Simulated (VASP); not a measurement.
These are PBE GGA, VASP's PBE PAW potentials (set 64) (plane waves; VASP) values and carry that method's errors.

VASP ran on this input.

POSCAR:
```
MoSi2
1.0
 -1.5763948732   1.5763948732   3.8561941265
  1.5763948732  -1.5763948732   3.8561941265
  1.5763948732   1.5763948732  -3.8561941265
Si Mo
2 1
direct
  0.6649016427   0.6649016427   0.0000000000
  0.3350983573   0.3350983573   0.0000000000
  0.0000000000   0.0000000000   0.0000000000
```

INCAR:
```
# general
SYSTEM =MoSi2
PREC   =Accurate
ENCUT  =520
LREAL  =.FALSE.
LASPH  =.TRUE.

# electronic loop
EDIFF  =1E-7
NELM   =100
ALGO   =Normal
LMAXMIX=4

# smearing
ISMEAR =1
SIGMA  =0.1

# functional
GGA    =PE

# ions
IBRION =2
NSW    =30
ISIF   =4
EDIFFG =-0.01

# output
LWAVE  =.FALSE.
LCHARG =.FALSE.
```

**KPOINTS**
```
Automatic mesh
0
Gamma
13 13 13
0 0 0
```

POTCAR, in this order: Si Mo_sv (PBE.64 set). Program: vasp_std.

The run wrote:

File OSZICAR:
```
       N       E                     dE             d eps       ncg     rms          rms(c)
DAV:   1     0.123465609402E+03    0.12347E+03   -0.11583E+04  5880   0.140E+03
DAV:   2    -0.209598442390E+02   -0.14443E+03   -0.14256E+03  7210   0.339E+02
DAV:   3    -0.240036333109E+02   -0.30438E+01   -0.30069E+01  7840   0.442E+01
DAV:   4    -0.240175180626E+02   -0.13885E-01   -0.13883E-01  6706   0.354E+00
DAV:   5    -0.240176389772E+02   -0.12091E-03   -0.12091E-03  7938   0.306E-01    0.241E+01
DAV:   6    -0.232887917179E+02    0.72885E+00   -0.64572E+00  6923   0.181E+01    0.569E+00
DAV:   7    -0.231879925640E+02    0.10080E+00   -0.87490E-01  6652   0.615E+00    0.504E+00
DAV:   8    -0.231558320232E+02    0.32161E-01   -0.10591E-01  6860   0.279E+00    0.455E-01
DAV:   9    -0.231552693848E+02    0.56264E-03   -0.19541E-03  7343   0.409E-01    0.236E-01
DAV:  10    -0.231552325363E+02    0.36849E-04   -0.56685E-04  7070   0.226E-01    0.551E-02
DAV:  11    -0.231552226196E+02    0.99166E-05   -0.17956E-04  6972   0.109E-01    0.323E-02
DAV:  12    -0.231552197823E+02    0.28373E-05   -0.23819E-05  6720   0.364E-02    0.604E-03
DAV:  13    -0.231552192750E+02    0.50732E-06   -0.58683E-07  7140   0.777E-03    0.156E-03
DAV:  14    -0.231552192114E+02    0.63566E-07   -0.83228E-09  3598   0.805E-04
   1 F= -.23155219E+02 E0= -.23155179E+02  d E =-.231552E+02
       N       E                     dE             d eps       ncg     rms          rms(c)
DAV:   1    -0.231640893983E+02   -0.88701E-02   -0.31555E-01  6349   0.547E+00    0.497E-01
DAV:   2    -0.231583409218E+02    0.57485E-02   -0.10967E-02  7315   0.866E-01    0.251E-01
DAV:   3    -0.231567694574E+02    0.15715E-02   -0.42513E-03  7553   0.535E-01    0.986E-02
DAV:   4    -0.231567253161E+02    0.44141E-04   -0.24734E-04  6615   0.125E-01    0.363E-02
DAV:   5    -0.231567205078E+02    0.48083E-05   -0.15883E-05  7252   0.260E-02    0.161E-02
DAV:   6    -0.231567202602E+02    0.24760E-06   -0.25365E-06  7434   0.110E-02    0.308E-03
DAV:   7    -0.231567202391E+02    0.21101E-07   -0.20287E-07  4846   0.379E-03
   2 F= -.23156720E+02 E0= -.23156657E+02  d E =-.150103E-02
       N       E                     dE             d eps       ncg     rms          rms(c)
DAV:   1    -0.231576480426E+02   -0.92778E-03   -0.27183E-02  6370   0.161E+00    0.145E-01
DAV:   2    -0.231571620602E+02    0.48598E-03   -0.90434E-04  7287   0.251E-01    0.730E-02
DAV:   3    -0.231570295960E+02    0.13246E-03   -0.36584E-04  7574   0.158E-01    0.289E-02
DAV:   4    -0.231570261624E+02    0.34336E-05   -0.20183E-05  6545   0.357E-02    0.107E-02
DAV:   5    -0.231570257018E+02    0.46062E-06   -0.12373E-06  7280   0.734E-03    0.471E-03
DAV:   6    -0.231570256576E+02    0.44147E-07   -0.20341E-07  5950   0.304E-03
   3 F= -.23157026E+02 E0= -.23156964E+02  d E =-.180645E-02
       N       E                     dE             d eps       ncg     rms          rms(c)
DAV:   1    -0.231573332680E+02   -0.30757E-03   -0.12005E-02  6804   0.960E-01    0.831E-02
DAV:   2    -0.231571617176E+02    0.17155E-03   -0.49521E-04  7049   0.173E-01    0.450E-02
DAV:   3    -0.231571228454E+02    0.38872E-04   -0.10359E-04  7238   0.812E-02    0.157E-02
DAV:   4    -0.231571191104E+02    0.37350E-05   -0.13619E-05  7217   0.289E-02    0.654E-03
DAV:   5    -0.231571188774E+02    0.23298E-06   -0.88905E-07  6783   0.654E-03    0.337E-03
DAV:   6    -0.231571188552E+02    0.22261E-07   -0.60652E-08  3500   0.182E-03
   4 F= -.23157119E+02 E0= -.23157053E+02  d E =-.931975E-04
```

### OUTCAR
```
------------------------ aborting loop because EDIFF is reached ----------------------------------------
  FORCE on cell =-STRESS in cart. coord.  units (eV):
  Direction    XX          YY          ZZ          XY          YZ          ZX
  --------------------------------------------------------------------------------------
  Total        3.4386211      3.4386211      3.4648992      0.0000000     -0.0000000      0.0000000
  in kB      143.7295297    143.7295297    144.8279171      0.0000000     -0.0000000      0.0000000
  external PRESSURE =     144.0956588 kB  Pullay stress =       0.0000000 kB
  volume of cell :       38.33
      direct lattice vectors                 reciprocal lattice vectors
    -1.574019956  1.574019956  3.867839532     0.000000000  0.317657980  0.129271133
     1.574019956 -1.574019956  3.867839532     0.317657980  0.000000000  0.129271133
     1.574019956  1.574019956 -3.867839532     0.317657980  0.317657980  0.000000000
 POSITION                                       TOTAL-FORCE (eV/Angst)
 -----------------------------------------------------------------------------------
      1.57402      1.57402      1.28308         0.000000      0.000000     -0.007075
      0.00000      0.00000      2.58476        -0.000000     -0.000000      0.007075
      0.00000      0.00000      0.00000         0.000000      0.000000      0.000000
 -----------------------------------------------------------------------------------
    total drift:                                0.000000      0.000000     -0.000000
  FREE ENERGIE OF THE ION-ELECTRON SYSTEM (eV)
  ---------------------------------------------------
  free  energy   TOTEN  =       -23.1571188552 eV

  energy  without entropy=      -23.1569222259  energy(sigma->0) =      -23.15705331

 reached required accuracy - stopping structural energy minimisation
```
(Selected blocks of OUTCAR.)

File CONTCAR:
```
MoSi2
   1.00000000000000
    -1.5740199561827530    1.5740199561827530    3.8678395316580745
     1.5740199561827530   -1.5740199561827530    3.8678395316580745
     1.5740199561827530    1.5740199561827530   -3.8678395316580745
  Si              Mo
     2     1
Direct
     0.6658651809573272    0.6658651809573272    1.0000000000000000
     0.3341348190426728    0.3341348190426728    0.0000000000000000
     0.0000000000000000    0.0000000000000000    0.0000000000000000
```

The compound is MoSi2 in the MoSi2 type structure. This cell is one point of a volume scan, at 0.94 of the reference volume. Symmetry was kept, so distortions that lower it aren't found.
